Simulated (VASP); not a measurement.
A convergence study with VASP on AlN (zinc blende): one setting is varied, all else stays as given below, so the limit is that of these other settings. Each run relaxes cell and ions from the cell shown.

```
AlN
1.0
    0.00000     2.19000     2.19000
    2.19000     0.00000     2.19000
    2.19000     2.19000     0.00000
Al N
1 1
Direct
  0.00000   0.00000   0.00000
  0.25000   0.25000   0.25000
```

Method: LDA (Ceperley-Alder, Perdew-Zunger), VASP's LDA PAW potentials (set 64) (plane waves; VASP). The tightest run used: 700 eV cut-off, 15×15×15 Γ-centred mesh, Gaussian smearing of 0.050 eV, potentials Al N.

Gaps are read on the run's mesh, which can miss a band edge.

The settings run are 2×2×2 mesh; 3×3×3 mesh; 4×4×4 mesh; 5×5×5 mesh; 6×6×6 mesh; 7×7×7 mesh; 8×8×8 mesh; 9×9×9 mesh; 10×10×10 mesh; 11×11×11 mesh; 12×12×12 mesh; 13×13×13 mesh; 14×14×14 mesh; 15×15×15 mesh. From which on does the relaxed volume stay within 0.1 Å³/atom of the tightest run?

From 3×3×3 mesh on: it is off by 0.020 there and by no more than 0.1 in any finer run, while 2×2×2 mesh is off by 0.226.
| setting | relaxed volume (Å³/atom) | E (eV/atom) | gap on the mesh (eV) | irreducible k-points | difference judged (Å³/atom) |
|---|---|---|---|---|---|
| 2×2×2 mesh | 10.485 | -7.4508 | 2.678 | 3 | 0.226 |
| 3×3×3 mesh | 10.279 | -8.0867 | 4.291 | 4 | 0.020 |
| 4×4×4 mesh | 10.261 | -8.1706 | 3.199 | 8 | 0.003 |
| 5×5×5 mesh | 10.259 | -8.1857 | 3.814 | 10 | 0.000 |
| 6×6×6 mesh | 10.259 | -8.1887 | 3.228 | 16 | 0.000 |
| 7×7×7 mesh | 10.259 | -8.1894 | 3.537 | 20 | 0.000 |
| 8×8×8 mesh | 10.259 | -8.1896 | 3.230 | 29 | 0.000 |
| 9×9×9 mesh | 10.259 | -8.1896 | 3.417 | 35 | 0.000 |
| 10×10×10 mesh | 10.259 | -8.1897 | 3.231 | 47 | 0.000 |
| 11×11×11 mesh | 10.259 | -8.1897 | 3.356 | 56 | 0.000 |
| 12×12×12 mesh | 10.259 | -8.1897 | 3.231 | 72 | 0.000 |
| 13×13×13 mesh | 10.259 | -8.1897 | 3.321 | 84 | 0.000 |
| 14×14×14 mesh | 10.259 | -8.1897 | 3.231 | 104 | 0.000 |
| 15×15×15 mesh | 10.259 | -8.1897 | 3.298 | 120 | 0.000 |

Left out are rungs that failed or repeat a setting and relaxations that didn't move; long series are thinned to 24 rows.

The compound is AlN in the zinc blende structure, a metastable form; wurtzite is the usual one.
